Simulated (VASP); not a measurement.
Here is the system:

```
In
1.0
   -1.60334     1.60334     2.53203
    1.60334    -1.60334     2.53203
    1.60334     1.60334    -2.53203
In
1
Direct
  0.00000   0.00000   0.00000
```

Calculation: SCAN meta-GGA, VASP's PBE PAW potentials (set 64) (plane waves; VASP 6.6.1). Numerical set-up: 520 eV cut-off, 18×18×18 Γ-centred mesh, tetrahedra with Blöchl corrections, potentials In_d.

Unless said otherwise, spin-orbit coupling is left out, though it shifts the bands of the heavy elements here.

Question: Tabulate the total density of states (states/eV per cell) against energy (eV; zero at the valence-band maximum or, without a gap, the Fermi level).

Answer: 
(E (eV), DOS (states/eV)): (-9.98, 0.05); (-9.86, 0.07); (-9.62, 0.10); (-9.50, 0.11); (-9.26, 0.13); (-9.14, 0.14); (-8.90, 0.15); (-8.78, 0.16); (-8.66, 0.17); (-8.42, 0.18); (-8.30, 0.19); (-8.06, 0.20); (-7.94, 0.20); (-7.82, 0.21); (-7.58, 0.22); (-7.46, 0.23); (-7.22, 0.24); (-7.10, 0.24); (-6.86, 0.25); (-6.74, 0.26); (-6.62, 0.26); (-6.38, 0.27); (-6.26, 0.28); (-6.02, 0.29); (-5.90, 0.29); (-5.78, 0.30); (-5.54, 0.31); (-5.42, 0.31); (-5.18, 0.33); (-5.06, 0.34); (-4.82, 0.36); (-4.70, 0.38); (-4.58, 0.40); (-4.34, 0.39); (-4.22, 0.37); (-3.98, 0.36); (-3.86, 0.36); (-3.74, 0.35); (-3.50, 0.32); (-3.38, 0.33); (-3.14, 0.34); (-3.02, 0.35); (-2.78, 0.32); (-2.66, 0.32); (-2.54, 0.33); (-2.30, 0.35); (-2.18, 0.34); (-1.94, 0.35); (-1.82, 0.35); (-1.70, 0.35); (-1.46, 0.36); (-1.34, 0.39); (-1.10, 0.47); (-0.98, 0.51); (-0.74, 0.53); (-0.62, 0.50); (-0.50, 0.48); (-0.26, 0.42); (-0.14, 0.40); (0.10, 0.39); (0.22, 0.39); (0.34, 0.39); (0.58, 0.43); (0.70, 0.46); (0.94, 0.47); (1.06, 0.48); (1.30, 0.48); (1.42, 0.47); (1.54, 0.47); (1.78, 0.48); (1.90, 0.48); (2.14, 0.49); (2.26, 0.50); (2.38, 0.51); (2.62, 0.52); (2.74, 0.52); (2.98, 0.54); (3.10, 0.55); (3.34, 0.55); (3.46, 0.56)
Within 2 eV below the Fermi level the largest weight inside VASP's projection spheres is In p, then In s.

The compound is In in the bct structure. It was relaxed first.
